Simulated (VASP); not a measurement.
The system is AlIn3As4.

```
CELL_PARAMETERS angstrom
-5.94220 0.00000 5.94220
-5.94220 -5.94220 0.00000
0.00000 -5.94220 5.94220
ATOMIC_POSITIONS crystal
Al 0.00000 0.50000 0.00000
Al 0.00000 0.00000 0.00000
In 0.00000 0.50000 0.50000
In 0.00000 0.00000 0.50000
In 0.50000 0.50000 0.00000
In 0.50000 0.00000 0.00000
In 0.50000 0.50000 0.50000
In 0.50000 0.00000 0.50000
As 0.12500 0.12500 0.12500
As 0.12500 0.62500 0.12500
As 0.12500 0.12500 0.62500
As 0.12500 0.62500 0.62500
As 0.62500 0.12500 0.12500
As 0.62500 0.62500 0.12500
As 0.62500 0.12500 0.62500
As 0.62500 0.62500 0.62500
```

The cell was built by a generator and needn't be a form met in nature.

```yaml
Program: VASP 6.6.1
Task: relaxation of cell and atoms
Functional: PBEsol
Potentials_or_basis: VASP PAW PBE potentials, release 64 (Al, In_d, As)
Cutoff: 600 eV
k_mesh: 6 × 6 × 6
Occupations: gaussian, width 0.03 eV
Spin: no spin polarisation
```

At the start: pressure 1.8 GPa; volume 26.23 Å³/atom.

Question: Where does the relaxation end?

Answer: Over 10 steps the energy falls by 27.0 meV/atom and the volume is 26.80 Å³/atom (+2.2 %); space group Amm2 (No. 38, to 0.05 Å).

The path:
```csv
step,energy change (eV),largest force (eV/Å),pressure (GPa),volume (Å³)
1,0.0000,1.2553,1.82,419.64
2,-0.3105,0.5224,-1.05,438.04
3,-0.3127,0.4650,-1.26,439.69
4,-0.4217,0.1144,-0.29,431.30
5,-0.4276,0.1213,0.02,428.90
6,-0.4311,0.0526,0.00,428.88
7,-0.4317,0.0386,-0.01,428.87
8,-0.4320,0.0152,0.00,428.78
9,-0.4320,0.0109,0.00,428.80
10,-0.4320,0.0038,0.01,428.76
```

Final structure:
```xyz
16
Lattice="-5.9844 0.0002 5.9861 -5.9842 -5.9842 0.0000 0.0002 -5.9844 5.9861" Properties=species:S:1:pos:R:3 pbc="T T T"
Al   -2.9921   -2.9921    0.0035
Al   -5.9842   -5.9842    0.0035
In   -3.0000   -5.9763    2.9945
In   -5.9921   -8.9684    2.9945
In   -5.9763   -3.0000    2.9945
In   -8.9684   -5.9921    2.9945
In   -5.9842   -5.9842    5.9761
In   -2.9921   -2.9921    5.9761
As   -1.4960   -1.4960    1.3768
As   -4.4881   -4.4881    1.3768
As   -1.4340   -4.5501    4.5513
As   -4.4261   -7.5422    4.5513
As   -4.5501   -1.4340    4.5513
As   -7.5422   -4.4261    4.5513
As   -4.4881   -4.4881    7.4826
As   -7.4802   -7.4802    7.4826
```

Caveat: the PAW data sets were made with another functional, which shifts forces and pressure a little.
